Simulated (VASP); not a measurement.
Consider the following.

```
PbF2
1.0
    0.00000     2.88850     2.88850
    2.94745    -0.05895     2.94745
    2.94745     2.94745    -0.05895
Pb F
1 2
Direct
  0.00000   0.00000   0.00000
  0.24563   0.25437   0.25437
  0.75437   0.74563   0.74563
```

Method: PBEsol GGA, VASP's PBE PAW potentials (set 64) (plane waves; VASP 6.6.1). Settings: 600 eV cut-off, 6×6×6 Γ-centred mesh, Gaussian smearing of 0.050 eV, potentials Pb_d F.

### Question
Predict the energy per atom (σ→0).

### Answer

| Quantity | Value |
|---|---|
| energy per atom (σ→0) | -4.978 eV/atom |

Total energies compare only between runs with the same potentials, cut-off and functional.

The compound is PbF2 in the fluorite structure, the β form. This cell was strained or had an atom moved on purpose. Symmetry was kept, so distortions that lower it aren't found.
